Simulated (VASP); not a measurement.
Input:

```xyz
17
Lattice="5.5108 0.0000 0.0000 2.7554 4.7725 0.0000 0.0000 0.0000 20.5824" Properties=species:S:1:pos:R:3 pbc="T T T"
Os     5.5108     1.6010     7.1120
Os     2.7554     1.5908     7.1254
Os     6.8797     3.9720     7.1120
Os     4.1419     3.9720     7.1120
Os     0.0000     0.0000     9.2338
Os     2.7554     0.0015     9.2225
Os     1.3790     2.3855     9.2225
Os     4.1318     2.3855     9.2225
Os     5.5108     1.6012    11.3840
Os     2.7554     1.5908    11.3942
Os     6.8796     3.9719    11.3840
Os     4.1421     3.9719    11.3840
Os     0.0000     0.0000    13.5244
Os     5.5108     4.7648    13.5153
Os     6.8819     2.3901    13.5153
Os     4.1398     2.3901    13.5153
Si     0.0000     0.0000    15.7899
```

All values below come from PBE GGA, VASP's PBE PAW potentials (set 64) (plane waves; VASP). Settings: PREC = Normal, 400 eV cut-off, 6×6×1 Γ-centred mesh, first-order Methfessel-Paxton smearing of 0.10 eV, potentials Os Si.

Unless said otherwise, spin-orbit coupling is left out, though it shifts the bands of the heavy elements here.

Q: Estimate the energy per atom (σ→0), band gap (on the k-mesh) with the smallest direct gap where there is one.

A: 
| Property | Result |
|---|---|
| band gap (on the k-mesh) | none (metal, semimetal or under 0.01 eV) |
| energy per atom (σ→0) | -10.307 eV/atom |

The cell is a thin slab with vacuum, built from Os (hcp): (001) face, Si adsorbed.
